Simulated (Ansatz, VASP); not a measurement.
# TaN: VASP beside Ansatz, part 2 of 2

Aim: how closely do two programs agree when they are given the same cell, functional and k mesh? The cell is taken from a series of runs on this material, whose earlier steps may have relaxed, scaled, displaced or heated it; both programs get it as it stands.

VASP 6.6.1 and Ansatz 0.2.0.

So far: The structure; VASP: zone-centre phonons, PBEsol.

## (3) Ansatz: zone-centre phonons, PBEsol

Level of this step: Ansatz beside VASP: Kohn-Sham DFT, plane waves, PBEsol (Ansatz).

Ansatz runs on its PAW soft_1 files.

The same cell, functional, mesh and smearing now go to Ansatz, which takes its cutoff from its data sets.

Input file input.yaml:

```yaml
crystal:
  lattice:
    - [2.93472911, 0.0, 0.0]
    - [-1.467364555, 2.5415499625, 0.0]
    - [0.0, 0.0, 2.8131945202]
  atoms:
    - { symbol: "N", position: [0.6666666654, 0.3333333346, 0.0] }
    - { symbol: Ta, position: [1.3e-09, -1.3e-09, 0.5] }
kpoints:
  mp_grid: { grid: [18, 18, 16] }
hamiltonian:
  xc: pbesol
  pseudopotentials: { kind: paw, azcp: { folder: soft_1 }, xc_functional: pbe }
scf:
  occupations: { method: methfessel_paxton, width: 0.2 }
output:
  eigenvalues: true
phonons:
  method: dfpt
```

Started as:

```sh
$ ansatz run input.yaml --threads 4 --pin off --max-ram 10240MiB --backend cpu --events-out ev --progress --plain --runs-dir out
```

Numbers of over 12 decimals in the logs are rounded to 6 here.

The log of the run:

```text
zone centre: on kpoints.mp_grid the ground state, and the responses unless they are solved on pairs of k-points, stand on 819 of the mesh's 5184 k-points, reduced under 4 symmetry operations, with k and −k counted as one. Each operation leaves every solved displacement unchanged or reverses it
Engine: ansatz 0.2.0, x86_64-unknown-linux-gnu
Pseudopotentials: kind: paw
Pseudopotential: N, paw, valence charge 5, recommended cutoff 420 eV (normal), soft_1/N.paw.azcp
Pseudopotential: Ta, paw, valence charge 13, recommended cutoff 420 eV (normal), soft_1/Ta.paw.azcp
Functional definition: PBEsol
  exchange = pbesol_x
  correlation = pbesol_c
Crystal: 2 atoms, lattice volume = 20.983 Å³
Basis set: ecut = 420 eV, 405 PW (Γ), exchange–correlation on 40×40×40 points (8 copies of the dense FFT grid, shifted against one another)
Bands: 13, of which v1, the nominal top of the filled ones, is band 9 counted from 1 (8 counted from 0)
Symmetry: 12 space group operations
k-points: 819 of 5184 (irreducible under 4 space group operations, time reversal used)
Non-local potential: N, projectors of the file, l = 0: 2, l = 1: 2, l = 2: 1
Non-local potential: Ta, projectors of the file, l = 0: 3, l = 1: 2, l = 2: 2, l = 3: 1
PAW form: soft (Blöchl's): semilocal exchange-correlation on the pseudo side does not see the compensation charge
PAW frozen core: N, regenerated for the run's functional, and the local potential with it (the file was generated under x = pbe(κ = 0.804, μ = 0.219515), c = pbe(β = 0.066725))
PAW frozen core: Ta, regenerated for the run's functional, and the local potential with it (the file was generated under x = pbe(κ = 0.804, μ = 0.219515), c = pbe(β = 0.066725))
PAW one-centre angular grid: N, 110 points (default); XC on 64 Gauss nodes
PAW one-centre angular grid: Ta, 590 points (default); XC on 64 Gauss nodes
Initial density: superposition of atomic densities (chi_scale 0.1, normalization cell, long waves kept (reshape's long-wave potential 0.00 eV rms))
Initial wavefunctions: pseudopotential atomic-orbital guess
Functional: x = pbesol(κ = 0.804, μ = 0.123457), c = pbesol(β = 0.046)
SCF iter   1: F=—  HF=-10188.552568 eV  |F-HF|=—  |Δ(HF+E_count)|=         —  Δρ=4.88e-2  dr2=2.70e-1  ethr=3.10e-3  ⟨swp⟩=5.0  Hψ=52871  notcnv=0
preconditioner: auto → none  [metal: Δε(μ)=0.086 eV  Ē_g=11.444 eV  σ=0.200 eV  W_gap=0.36  n_scr=8 (ndim 8)  ℏωp=25.6 eV  f_vac=0.000  D(μ)=0.05/eV (n_scr^D=0)  sad-step TF]
SCF iter   2: F=—  HF=-10188.548902 eV  |F-HF|=—  |Δ(HF+E_count)|=   3.67e-3  S|Δr|=    0.00e0  Δρ=3.07e-2  dr2=1.18e-1  ethr=1.50e-3  ⟨swp⟩=1.0  Hψ=17199  notcnv=0
SCF iter   3: F=—  HF=-10188.537675 eV  |F-HF|=—  |Δ(HF+E_count)|=   1.12e-2  S|Δr|=    0.00e0  Δρ=1.71e-3  dr2=2.49e-4  ethr=6.57e-4  ⟨swp⟩=2.4  Hψ=14370  notcnv=0
SCF iter   4: F=—  HF=-10188.537808 eV  |F-HF|=—  |Δ(HF+E_count)|=   1.33e-4  S|Δr|=    0.00e0  Δρ=4.05e-4  dr2=2.96e-5  ethr=1.38e-6  ⟨swp⟩=2.3  Hψ=16680  notcnv=0
SCF iter   5: F=—  HF=-10188.537803 eV  |F-HF|=—  |Δ(HF+E_count)|=   4.82e-6  S|Δr|=    0.00e0  Δρ=3.95e-5  dr2=1.37e-7  ethr=1.64e-7  ⟨swp⟩=2.0  Hψ=13897  notcnv=0
SCF iter   6: F=—  HF=-10188.537803 eV  |F-HF|=—  |Δ(HF+E_count)|=   1.06e-7  S|Δr|=    0.00e0  Δρ=8.84e-6  dr2=5.38e-9  ethr=7.61e-10  ⟨swp⟩=2.0  Hψ=17370  notcnv=0
SCF iter   7: F=—  HF=-10188.537803 eV  |F-HF|=—  |Δ(HF+E_count)|=  5.15e-10  S|Δr|=    0.00e0  Δρ=1.30e-6  dr2=1.01e-10  ethr=2.99e-11  ⟨swp⟩=2.8  Hψ=17488  notcnv=0
SCF iter   8: F=-10188.537803 eV  HF=-10188.537803 eV  |F-HF|=1.82e-12  |Δ(HF+E_count)|=  1.64e-11  S|Δr|=    0.00e0  Δρ=9.59e-8  dr2=1.06e-12  ethr=1.00e-12  ⟨swp⟩=6.0  Hψ=45980  notcnv=0
SCF 1 converged in 8 iterations: F = -10188.537803 eV  dr2 = 1.06e-12
  greatest PAW one-centre occupation: 0.999 electrons in one spin orbital (limit 2), on the Ta atom at site 1 (counted from 0), in its partial waves of l = 0
DFPT response loops at Γ: preconditioner auto → Kerker (q_TF=auto, 2.659 Å⁻¹) (partly filled bands, converged f_vac=0.000); β = 1.00, the filter's whole step (`scf.mixing.beta` (0.50) is not read by the response loops under this deck's `scf.mixing.preconditioner`; to damp them name `kerker` or `kerker_dos`, under which they read `scf.mixing.beta`, and type it under 1.00, their step now; both keys bind the ground state too); Broyden in place of MSR1
SCF converged after 8 iterations
Stability not checked: this state was not tested for a lower state beside it, because cold or Methfessel-Paxton smearing, or corrected tetrahedra, fill the levels in a way that the test cannot read (fill_not_monotonic; see scf.lower_state_search)
Free energy (F): -10188.537803 eV
Harris-Foulkes:  -10188.537803 eV  (|F-HF|=1.82e-12)
Internal energy: -10188.538556 eV  (E = F + TS)
E sigma→0 (E₀):  -10188.537991 eV
Entropy (-TS):   0.000753 eV (0.376 meV/atom)
Fermi energy:    20.524694 eV
--- Per-component energies (eV) ---
  E_band       = -46.181775
  E_kinetic    = 525.178901
  E_local      = -574.990247  (includes V_loc(G=0)·N_el)
  E_nonlocal   = 26.503056
  E_hartree    = 206.742502
  E_xc         = -379.599170
  E_vxc        = -310.942795  (∫ρ·V_xc dr)
  E_paw        = -8304.747291  (= ΣΔE_a)
  E_vpaw       = -125.416629  (= ΣTr[D̂ρ^β])
  E_aug_tail   = 0.000927  (compensation charges beyond the density's cutoff)
  E_ewald      = -1687.869045
  E_core_change = 0.241812  (= ΣΔE_core)
  E_smearing   = 0.000753  (= −TS)
  E_closure    = 0.000000  (closes the sum)
  Σ components = -10188.537803   (vs F -10188.537803, Δ=0.00e0)
--- Band table (eV; the first three rows and the last of 819) ---
  k-point 0: bands = [... 5 lower, 15.6958, 15.6958, 16.2758, 17.7651, 22.7647, 24.4200, 24.4200, 24.7788]
  k-point 1: bands = [... 5 lower, 15.7305, 15.7305, 16.0040, 17.9840, 22.9133, 23.7128, 23.7128, 25.3236]
  k-point 2: bands = [... 5 lower, 15.3455, 15.8299, 15.8299, 18.5418, 22.8279, 22.8279, 23.3107, 25.7121]
  k-point 818: bands = [... 5 lower, 12.6941, 13.5379, 16.3761, 19.6010, 24.6996, 25.9593, 26.8267, 27.9402]
--- Phonons (Γ-DFPT): 4 representative perturbations + reference, on 819 of 5184 k-points (Σ response iterations 12) ---
  k mesh reduced under 4 symmetry operations, with k and −k counted as one. Each operation leaves every solved displacement unchanged or reverses it
  ASR residual: 5.545e-5 → 0.000e0 eV/Å²; symmetrization residual: 2.223e-6 eV/Å²
  ASR residual per site (eV/Å²): 2.17e-5 5.54e-5
  Γ frequencies (cm⁻¹): 0.00 0.00 0.00 549.25 549.25 584.24
  non-analytic LO–TO correction: not included (Born effective charges unavailable; polar crystals: no LO–TO splitting at Γ)
```

In the SCF lines HF is the Harris–Foulkes energy and dr2 the Hartree energy of the density residual, in eV; the loop may stop once dr2 is under the threshold and the program's other checks hold. Hψ counts applications of the Hamiltonian.

## (4) Differences

Known differences besides the potentials themselves: the data sets hold 18 valence electrons in Ansatz (on its PAW soft_1 files) and 16 in VASP; the cutoff is 420 eV in Ansatz and 600 eV in VASP; Ansatz makes its cores anew for this functional, VASP keeps those of its PBE data sets. Total energies have different zeros and are not compared.

The two programs side by side:

```tsv
quantity	Ansatz	VASP	difference
optical mode 1 to 2 (cm⁻¹)	549.2	552.7	-0.63 %
optical mode 3 (cm⁻¹)	584.2	587.1	-0.49 %
```

Modes are paired by rising frequency, not by their patterns, so a pair may set unlike modes beside each other; they are those without the splitting of longitudinal modes.

## (5) What came out

| Property | Result |
| --- | --- |
| r.m.s. difference of the optical zone-centre modes, each program's sorted by frequency (zone-centre phonons, PBEsol) | 3.3 cm⁻¹ |
| difference in optical mode 1 to 2 (zone-centre phonons, PBEsol) | -0.6 % |

**Reading.** The r.m.s. difference of the optical zone-centre modes, each program's sorted by frequency is 3.3 cm⁻¹ (zone-centre phonons, PBEsol). The data sets hold unlike numbers of valence electrons (18 in Ansatz and 16 in VASP), so part of the differences comes from the potentials. Among the rows given in per cent, the largest difference of the zone-centre phonons, PBEsol pair is in optical mode 1 to 2, -0.6 %. How closely two codes agree says nothing of how well the functional describes the real material.

[Lines on the potential files, build, host, timing and source positions are cut from VASP's logs without a mark.]

[Logs are printed without paths, hosts, clocks, repeated set-up lines and the standing remarks that a program may print on its own settings, such as how far it seeks lower states.]

[Hosts, paths, dates, database ids (printed as entryN), source tags and the programs' standing remarks are cut or masked in the printed files.]
